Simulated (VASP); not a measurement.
# Tl2Ge3 (P6/mmm) in VASP: further runs, part 2 of 2

VASP 6.6.1.

## Step 3: Relaxation of cell and atoms, LDA

Input file INCAR:

```
SYSTEM = Tl2Ge3
  PREC = Accurate
  ENCUT = 600
  EDIFF = 1E-7
  ISMEAR = 0
  SIGMA = 0.05
  LREAL = .False.
  LASPH = .True.
  NELM = 60
  ALGO = Normal
  ISIF = 3
  LWAVE = .False.
  LCHARG = .False.
  GGA = CA
  IBRION = 2
  NSW = 60
  EDIFFG = -0.01
```

Input file KPOINTS:

```
Automatic mesh
0
Gamma
  8 8 3
  0 0 0
```

Input file POSCAR:

```
Tl2Ge3
1.0
    3.9367708600      0.0000000000      0.0000000000
   -1.9683854300      3.4093435700      0.0000000000
    0.0000000000      0.0000000000      9.3917310400
Tl Ge
2 3
Direct
    0.0000000000      0.0000000000      0.1453568500
    0.0000000000      0.0000000000      0.8546431500
    0.3333333300      0.6666666700      0.5000000000
    0.6666666700      0.3333333300      0.5000000000
    0.0000000000      0.0000000000      0.5000000000
```

Potentials or basis: VASP PAW LDA potentials, release 64 (Tl_d, Ge_d).

Launch:

```sh
$ cat potpaw_LDA.64/Tl_d/POTCAR potpaw_LDA.64/Ge_d/POTCAR > POTCAR
$ mpirun -np 1 vasp_std > vasp.out
```

OUTCAR:

```text
SYSTEM = Tl2Ge3
   PREC = Accurate
   ENCUT = 600
   EDIFF = 1E-7
   ISMEAR = 0
   LREAL = .False.
   LASPH = .True.
   NELM = 60
   ISIF = 3
   GGA = CA
   IBRION = 2
   NSW = 60
   EDIFFG = -0.01

 ion  position               nearest neighbor table
   1  0.000  0.000  0.145-   2 2.73   5 3.33
   2  0.000  0.000  0.855-   1 2.73   5 3.33
   3  0.333  0.667  0.500-   4 2.27   5 2.27   4 2.27   5 2.27   5 2.27   4 2.27
   4  0.667  0.333  0.500-   3 2.27   5 2.27   3 2.27   5 2.27   5 2.27   3 2.27
   5  0.000  0.000  0.500-   3 2.27   4 2.27   3 2.27   4 2.27   4 2.27   3 2.27   1 3.33   2 3.33

  LATTYP: Found a hexagonal cell.
 ALAT       =     3.9367708600
 C/A-ratio  =     2.3856433036

  Lattice vectors:

 A1 = (   3.9367708600,   0.0000000000,   0.0000000000)
 A2 = (  -1.9683854300,   3.4093435700,   0.0000000000)
 A3 = (   0.0000000000,   0.0000000000,   9.3917310400)

Analysis of symmetry for initial positions (statically):
=====================================================================
 Subroutine PRICEL returns:
 Original cell was already a primitive cell.

 Routine SETGRP: Setting up the symmetry group for a
 hexagonal supercell.

 Subroutine GETGRP returns: Found 24 space group operations
 (whereof 24 operations were pure point group operations)
 out of a pool of 24 trial point group operations.

The static configuration has the point symmetry D_6h.

Analysis of symmetry for dynamics (positions and initial velocities):
=====================================================================
 Subroutine PRICEL returns:
 Original cell was already a primitive cell.

 Routine SETGRP: Setting up the symmetry group for a
 hexagonal supercell.

 Subroutine GETGRP returns: Found 24 space group operations
 (whereof 24 operations were pure point group operations)
 out of a pool of 24 trial point group operations.

The dynamic configuration has the point symmetry D_6h.

 Subroutine INISYM returns: Found 24 space group operations
 (whereof 24 operations are pure point group operations),
 and found     1 'primitive' translations

----------------------------------------------------------------------------------------

                                     Primitive cell

[... 114 lines left out ...]
  Thomas-Fermi vector in A             =   2.461596
   LORBIT       =      0    0 simple, 1 ext, 2 COOP (PROOUT), +10 PAW based schemes
   GGA     = CA    functional components
   LHFCALC =     F    Hartree Fock is set to
   AEXX    =    0.0000 exact exchange contribution
   IVDW    =     0    specifies the selected vdW correction
   LEPSILON=     F    determine dielectric tensor
   LRPA    =     F    only Hartree local field effects (RPA)
 conjugate gradient relaxation of ions
 non-spin polarized calculation
 Gauss-broadening in eV      SIGMA  =   0.05
  energy-cutoff  :      600.00
  volume of cell :      126.05
 maximum number of plane-waves:      4237
 NGX is ok and might be reduce to    32
   NGX = 15   NGY = 15   NGZ = 37

--------------------------------------- Ionic step        1  -------------------------------------------

 number of electron      67.9999992 magnetization

 Free energy of the ion-electron system (eV)
  ---------------------------------------------------
  ext. energy  EPLUGINS =         0.00000000
  ---------------------------------------------------
  free energy    TOTEN  =       -13.96564787 eV

  energy without entropy =      -13.96218970  energy(sigma->0) =      -13.96391878

 E-fermi :   5.5358     XC(G=0): -10.1302

 val. band max:        5.5338880514   @ k =   0.2500   0.1250   0.0000
 cond. band min:       5.6398423711   @ k =   0.2500   0.1250   0.3333
 fundamental gap:      0.1059543197
 Fermi energy:         5.5357604223

 k-point     1 :       0.0000    0.0000    0.0000
  band No.  band energies     occupation
      1     -20.4609      2.00000
      2     -20.2985      2.00000
      3     -20.2985      2.00000
      4     -20.0890      2.00000
      5     -20.0890      2.00000
      6     -20.0798      2.00000
[... 959 lines left out ...]
  FREE ENERGIE OF THE ION-ELECTRON SYSTEM (eV)
  ---------------------------------------------------
  free  energy   TOTEN  =       -18.0526948570 eV

  energy  without entropy=      -18.0512994187  energy(sigma->0) =      -18.05199714

[... ionic steps 4 to 12 ...]

--------------------------------------- Ionic step       13  -------------------------------------------

 number of electron      68.0000008 magnetization

------------------------ aborting loop because EDIFF is reached ----------------------------------------
[... 73 lines left out ...]
--------------------------------------- Ionic step       15  -------------------------------------------

 number of electron      68.0000010 magnetization

 Free energy of the ion-electron system (eV)
  ---------------------------------------------------
  ext. energy  EPLUGINS =         0.00000000
  ---------------------------------------------------
  free energy    TOTEN  =       -18.63740272 eV

  energy without entropy =      -18.63554374  energy(sigma->0) =      -18.63647323

 E-fermi :   3.7361     XC(G=0):  -9.0632

 val. band max:        3.6938091698   @ k =   0.2500   0.1250   0.0000
 cond. band min:       3.7602403826   @ k =   0.5000  -0.0000   0.3333
 fundamental gap:      0.0664312128
 Fermi energy:         3.7361220851

 k-point     1 :       0.0000    0.0000    0.0000
  band No.  band energies     occupation
      1     -21.5809      2.00000
      2     -21.5609      2.00000
      3     -21.5609      2.00000
      4     -21.5220      2.00000
      5     -21.5220      2.00000
      6     -21.4442      2.00000
[... 881 lines left out ...]
  FREE ENERGIE OF THE ION-ELECTRON SYSTEM (eV)
  ---------------------------------------------------
  free  energy   TOTEN  =       -18.6374027169 eV

  energy  without entropy=      -18.6355437368  energy(sigma->0) =      -18.63647323

 reached required accuracy - stopping structural energy minimisation
```

OSZICAR:

```text
N       E                     dE             d eps       ncg     rms          rms(c)
DAV:   1     0.785621880145E+03    0.78562E+03   -0.36914E+04  1960   0.420E+03
DAV:   2     0.116961222070E+03   -0.66866E+03   -0.65075E+03  1600   0.113E+03
DAV:   3    -0.723614172947E+01   -0.12420E+03   -0.12273E+03  1808   0.240E+02
[... 174 lines left out ...]
DAV:   4    -0.186374045176E+02    0.19584E-03   -0.32423E-04  1944   0.259E-01    0.130E-02
DAV:   5    -0.186374021045E+02    0.24131E-05   -0.57039E-05  1984   0.141E-01    0.742E-03
DAV:   6    -0.186374027086E+02   -0.60410E-06   -0.96299E-06  1976   0.306E-02    0.352E-03
DAV:   7    -0.186374026986E+02    0.99371E-08   -0.24276E-06  1936   0.308E-02    0.104E-03
DAV:   8    -0.186374027169E+02   -0.18232E-07   -0.26119E-07  1136   0.933E-03
  15 F= -.18637403E+02 E0= -.18636473E+02  d E =-.699003E-04
```

It took 13 min on 1 thread of Intel Xeon 6975P-C (Granite Rapids), shared host; peak memory 0.27 GiB.

What came out:

```
Free energy                            : -18.6374 eV
Relaxed volume                         : 31.90 Å³/atom
Relaxed cell                           : a = 4.669 Å, b = 4.669 Å, c = 8.446 Å, α = 90.00°, β = 90.00°, γ = 120.00°
Space group after relaxing (to 0.05 Å) : P6/mmm (No. 191)
Energy gained by relaxing              : 934.4 meV/atom
Ionic steps                            : 15
Pressure after relaxing                : 0.0 GPa
Band gap on the k mesh                 : none (metal or under the smearing width)
```

Forces on the atoms (eV/Å):
```
Tl   0.000  0.000  0.003
Tl   0.000  0.000 -0.003
Ge   0.000  0.000  0.000
Ge   0.000  0.000  0.000
Ge   0.000  0.000  0.000
```

Step by step:
```csv
step,energy change (eV),largest force (eV/Å),pressure (GPa),volume (Å³)
1,0.0000,1.3631,24.70,126.05
2,-3.4338,1.3833,-4.54,207.06
3,-4.0870,1.3543,-0.44,172.90
4,-4.0919,1.3428,-1.28,176.69
5,-4.0936,1.3473,-0.98,175.28
6,-4.3035,1.1145,-1.03,171.60
7,-4.6676,0.0674,-0.03,160.48
8,-4.6679,0.1719,0.25,159.16
9,-4.6697,0.0298,0.09,159.88
10,-4.6696,0.0879,0.15,159.57
11,-4.6703,0.1016,-0.10,160.33
12,-4.6706,0.0984,-0.02,160.07
13,-4.6715,0.0373,-0.05,160.03
14,-4.6717,0.0020,-0.07,160.01
15,-4.6718,0.0028,0.03,159.48
```

Final structure:
```cif
data_structure
_symmetry_space_group_name_H-M 'P 1'
_symmetry_Int_Tables_number 1
_cell_length_a 4.6693
_cell_length_b 4.6693
_cell_length_c 8.4463
_cell_angle_alpha 90.000
_cell_angle_beta 90.000
_cell_angle_gamma 120.000
_cell_volume 159.48
loop_
_atom_site_label
_atom_site_type_symbol
_atom_site_fract_x
_atom_site_fract_y
_atom_site_fract_z
_atom_site_occupancy
Tl1 Tl 0.00000 0.00000 0.17649 1
Tl2 Tl 0.00000 0.00000 0.82351 1
Ge1 Ge 0.33333 0.66667 0.50000 1
Ge2 Ge 0.66667 0.33333 0.50000 1
Ge3 Ge 0.00000 0.00000 0.50000 1
```

Levels at points of the mesh, in eV from the Fermi level:
```csv
k point,band 30,band 31,band 32,band 33,band 34,band 35,band 36,band 37,band 38,band 39
"(0.00, 0.00, 0.00)",-4.66,-2.94,-2.94,-2.71,-2.71,-1.50,0.94,1.94,2.82,2.96
"(0.50, 0.00, 0.00)",-6.06,-5.29,-2.23,-0.85,0.07,1.44,1.45,1.88,2.36,2.59
```

Caveat: the volume moved by over 15 % at a fixed basis, so the end points are rough. Spin-orbit coupling is left out, which matters for the levels of Tl.
